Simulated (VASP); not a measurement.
Crystal: ZnCd3Se3S.

```
Zn Cd Se S
1.0
     3.23909    1.87009    5.99576
    -3.23909    1.87009    5.99576
     0.00000   -3.74017    5.99576
Zn Cd Se S
1 3 3 1
Direct
  0.00000 0.00000 0.00000
  0.50000 0.50000 0.00000
  0.00000 0.50000 0.50000
  0.50000 0.00000 0.50000
  0.00000 0.00000 0.50000
  0.50000 0.00000 0.00000
  0.00000 0.50000 0.00000
  0.50000 0.50000 0.50000
```

The cell was built by a generator and needn't be a form met in nature.

| Item | Value |
| --- | --- |
| Program | VASP 6.6.1 |
| Task | relaxation of cell and atoms |
| Functional | PBE |
| Potentials or basis | VASP PAW PBE potentials, release 64 (Zn, Cd, Se, S) |
| Cutoff | 520 eV |
| k mesh | 3 × 3 × 3 |
| Occupations | gaussian, width 0.15 eV |
| Spin | no spin polarisation |

At the start: pressure -7.0 GPa; volume 27.24 Å³/atom.

How do energy, volume and symmetry change on relaxing?

Over 6 steps the energy falls by 250.8 meV/atom and the volume is 22.18 Å³/atom (-18.6 %); space group R-3m (No. 166, to 0.05 Å).

Step by step:
```
step  energy change (eV)  largest force (eV/Å)  pressure (GPa)  volume (Å³)
   1              0.0000                0.0000           -6.97       217.91
   2             -1.3584                0.0000           -2.86       182.52
   3             -1.5507                0.0000            1.04       168.12
   4             -1.8450                0.0000            2.36       166.44
   5             -1.8788                0.0000            3.33       165.69
   6             -2.0066                0.0000           -0.25       177.47
```

Final structure:
```
Zn Cd Se S
1.0
     2.85100    1.64602    6.30296
    -2.85100    1.64602    6.30296
     0.00000   -3.29205    6.30296
Zn Cd Se S
1 3 3 1
Cartesian
  -2.8510 1.6460 6.3030
  0.0000 1.6460 6.3030
  1.4255 0.8230 12.6059
  -1.4255 0.8230 12.6059
  -2.8510 0.0000 9.4544
  -1.4255 2.4690 9.4544
  -1.4255 0.8230 3.1515
  0.0000 0.0000 9.4544
```

Caveat: the k mesh is coarse (spacing up to 0.39 Å⁻¹), so the values aren't converged; the volume moved by over 15 % at a fixed basis, so the end points are rough.
